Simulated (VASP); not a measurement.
Data:

```
CELL_PARAMETERS angstrom
     -2.78254     2.78254     2.78254
      2.78254    -2.78254     2.78254
      2.78254     2.78254    -2.78254
ATOMIC_POSITIONS crystal
  Rb 0.00000 0.00000 0.00000
```

Level of theory: rev-vdW-DF2, VASP's PBE PAW potentials (set 64) (plane waves; VASP). Numerical set-up: 520 eV cut-off, 8×8×8 Γ-centred mesh, first-order Methfessel-Paxton smearing of 0.10 eV, potentials Rb_sv.

Predict the energy per atom (σ→0), band gap (on the k-mesh) with the smallest direct gap where there is one.

```
Quantity                                                    Result
------------------------  ----------------------------------------
band gap (on the k-mesh)  none (metal, semimetal or under 0.01 eV)
energy per atom (σ→0)                         94.1 kJ/mol of atoms
```

The absolute energy has meaning only against runs of the same code, potentials and settings.

The compound is Rb in the bcc structure. It was relaxed first. The start is the result of an earlier pass.
